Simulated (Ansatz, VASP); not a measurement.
# Zn2C: VASP beside Ansatz

File INCAR:

```
ALGO     = Normal         # electronic algorithm
DIPOL    = 0.5 0.5 0.273
EDIFF    = 1E-6           # SCF threshold, eV
ENCUT    = 520            # plane-wave cutoff, eV
GGA      = PE             # functional
IDIPOL   = 3            
ISIF     = 2              # what is computed and relaxed
ISMEAR   = 0              # smearing method
ISPIN    = 2              # spin polarisation
LASPH    = True           # aspherical terms in the spheres
LCHARG   = True           # write CHGCAR
LDIPOL   = True         
LELF     = True           # ELF
LORBIT   = 11             # projections on sites
LREAL    = False          # projectors in reciprocal space
LVACPOTAV= True         
LVHAR    = True         
LWAVE    = False          # write WAVECAR
MAGMOM   = 0 0 1          # initial moments
NBANDS   = 25             # bands
NELM     = 150            # most SCF steps
PREC     = Accurate       # precision mode
SIGMA    = 0.1            # smearing width, eV
```

KPOINTS

```
k-points
0
Gamma
  6 6 1
```

POSCAR

```
Zn2C
1.0
    2.5353825424      0.0000000000      0.0000000000
   -1.2676912712      2.1957056900      0.0000000000
    0.0000000000      0.0000000000     31.1820664673
Zn C
2 1
Direct
    1.0000000000      1.0000000000      0.3411363898
    0.0000000000      0.0000000000      0.2040487736
    0.0000000000      0.0000000000      0.2725925817
```

Input for Ansatz:

```yaml
crystal:
  lattice:
    - [2.5353825424, 0.0, 0.0]
    - [-1.2676912712, 2.19570569, 0.0]
    - [0.0, 0.0, 31.1820664673]
  atoms:
    - { symbol: Zn, position: [1.0, 1.0, 0.3411363898] }
    - { symbol: Zn, position: [0.0, 0.0, 0.2040487736] }
    - { symbol: C, position: [0.0, 0.0, 0.2725925817], spin: 1.0 }
  periodic: [true, true, false]
basis:
  ecutwfc: 420
kpoints:
  mp_grid: { grid: [6, 6, 1] }
hamiltonian:
  xc: pbe
scf:
  occupations: { method: gaussian, width: 0.1 }
  lower_state_search: "off"
output:
  forces: true
  stress: true
  eigenvalues: true
  populations: true
magnetization:
  spin_polarized: true
```

Alike in both runs: task single point; functional PBE; k mesh 6 × 6 × 1; occupations gaussian, width 0.1 eV; collinear spin.

|  | VASP | Ansatz |
| --- | --- | --- |
| version | VASP 6.6.1 | Ansatz 0.2.0 |
| potentials or method | VASP PAW PBE potentials, release 64 (Zn, C) | scalar-relativistic, plane waves, PAW |
| plane-wave cutoff (eV) | 520 | 420 |
| valence electrons in the cell | 28 | 28 |

Ansatz gave:

| Property | Result |
| --- | --- |
| gap on the k mesh at the Fermi level (eV) | none |
| rms of the force components (eV/Å) | 0.003 |
| net moment per atom (μB) | 0.10 |
| size of the moment on the site where the two differ most (μB) | 0.03 |

Problem. Estimate VASP's values.

Solution. gap on the k mesh at the Fermi level (eV): none; rms of the force components (eV/Å): 0.008; net moment per atom (μB): 0.10; size of the moment on the site where the two differ most (μB): 0.07.

Site moments also hang on the region over which each program counts them. Atom by atom the forces differ by 0.011 eV/Å (rms over components). A gap of «none» marks a metal or a gap that the smearing closes. Ansatz warned: «slab_cell_height_set».

Caveats: the k mesh is coarse (spacing up to 0.48 Å⁻¹), so the values aren't converged.
